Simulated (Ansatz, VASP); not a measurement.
**Two plane-wave programs on SrTl3**

The input INCAR:

```
SYSTEM = SrTl3
PREC = Accurate
ENCUT = 520
EDIFF = 1E-6
ISMEAR = 0
SIGMA = 0.1
LREAL = .FALSE.
LASPH = .TRUE.
NELM = 100
ALGO = Normal
ISIF = 2
LWAVE = .FALSE.
LCHARG = .FALSE.
NBANDS = 32
```

Contents of KPOINTS:

```
regular mesh
0
G
  8 8 8
  0 0 0
```

The input POSCAR:

```
SrTl3
1.0
    4.7954291409      0.0000000000      0.0000000000
    0.0000000000      4.7954291409      0.0000000000
    0.0000000000      0.0000000000      4.7954291409
Sr Tl
1 3
Direct
    0.0000000000      0.0000000000      0.0000000000
    0.0000000000      0.5000000000      0.5000000000
    0.5000000000      0.0000000000      0.5000000000
    0.5000000000      0.5000000000      0.0000000000
```

Input for Ansatz:

```yaml
crystal:
  lattice:
    - [4.7954291409, 0.0, 0.0]
    - [0.0, 4.7954291409, 0.0]
    - [0.0, 0.0, 4.7954291409]
  atoms:
    - { symbol: Sr, position: [0.0, 0.0, 0.0] }
    - { symbol: Tl, position: [0.0, 0.5, 0.5] }
    - { symbol: Tl, position: [0.5, 0.0, 0.5] }
    - { symbol: Tl, position: [0.5, 0.5, 0.0] }
basis:
  ecutwfc: 420
  ecutrho_ratio: 9
kpoints:
  mp_grid: { grid: [8, 8, 8] }
hamiltonian:
  xc: lda
scf:
  occupations: { method: gaussian, width: 0.1 }
  mixing: { algorithm: broyden, beta: 0.3 }
output:
  forces: true
  eigenvalues: true
  stress: true
```

The cell comes from a database or a generator and needn't be the stable form of this composition.

Alike in both runs: task single point; functional LDA; k mesh 8 × 8 × 8; occupations gaussian, width 0.1 eV; no spin polarisation.

|  | VASP | Ansatz |
| --- | --- | --- |
| version | VASP 6.6.1 | Ansatz 0.2.0 |
| potentials or method | VASP PAW LDA potentials, release 64 (Sr_sv, Tl_d) | scalar-relativistic, plane waves, PAW |
| plane-wave cutoff (eV) | 520 | 420 |
| valence electrons in the cell | 49 | 49 |

```tsv
	VASP	Ansatz	Ansatz less VASP
gap on the k mesh at the Fermi level (eV)	none	none	-
pressure (GPa)	0.1	0.0	-0.09
```

A gap of «none» marks a metal or a gap that the smearing closes.

Spin-orbit coupling is left out, which matters for the levels of Tl.
